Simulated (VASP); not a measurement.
Input:

```
RbBr
1.0
    0.00000     3.51081     3.51081
    3.51081     0.00000     3.51081
    3.51081     3.51081     0.00000
Rb Br
1 1
Direct
  0.00000   0.00000   0.00000
  0.50000   0.50000   0.50000
```

These are PBE GGA, VASP's PBE PAW potentials (set 64) (plane waves; VASP) values and carry that method's errors. Numerical set-up: 400 eV cut-off, 6×6×6 Γ-centred mesh, Gaussian smearing of 0.050 eV, potentials Rb_sv Br.

Q: Estimate the energy per atom (σ→0), band gap (on the k-mesh) with the smallest direct gap where there is one.

A: 
```
Property                                     Result
-----------------------------------  --------------
band gap (on the k-mesh)                    4.18 eV
smallest direct gap (on the k-mesh)         4.18 eV
energy per atom (σ→0)                -3.058 eV/atom
```

The absolute energy has meaning only against runs of the same code, potentials and settings.

The compound is RbBr in the rock salt structure. It was relaxed first, which changed the volume by +6 %. The start is the result of an earlier pass.
